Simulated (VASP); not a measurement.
A run of VASP 6.6.1:

Contents of INCAR:

```
SYSTEM = ZnB
  PREC = Accurate
  ENCUT = 520
  EDIFF = 1E-6
  ISMEAR = 0
  SIGMA = 0.1
  LREAL = .FALSE.
  LASPH = .TRUE.
  NELM = 60
  ALGO = Normal
  ISIF = 2
  LWAVE = .FALSE.
  LCHARG = .TRUE.
  GGA = PE
  LELF = .TRUE.
  LVHAR = .TRUE.
  NBANDS = 14
```

File KPOINTS:

```
regular mesh
0
G
  6 6 6
  0 0 0
```

Contents of POSCAR:

```
ZnB
1.0
    2.6647638100      0.0000000000      0.0000000000
    0.0000000000      2.6647638100      0.0000000000
    0.0000000000      0.0000000000      3.1096544300
Zn B
1 1
Direct
    0.5000000000      0.5000000000      0.5000000000
    0.0000000000      0.0000000000      0.0000000000
```

Potentials or basis: VASP PAW PBE potentials, release 64 (Zn, B).

Run with:

```sh
$ cat potpaw_PBE.64/Zn/POTCAR potpaw_PBE.64/B/POTCAR > POTCAR
$ mpirun -np 1 vasp_std > vasp.out
```

Hardware: 1 thread of Intel(R) Xeon(R) Platinum 8559C (Emerald Rapids) (shared host).

Question: Estimate the wall time of this run.

Answer: Wall time 5.7 s on 1 thread of Intel(R) Xeon(R) Platinum 8559C (Emerald Rapids) (shared host), peak memory 0.13 GiB. Counts: scf iterations 12, k points 40.
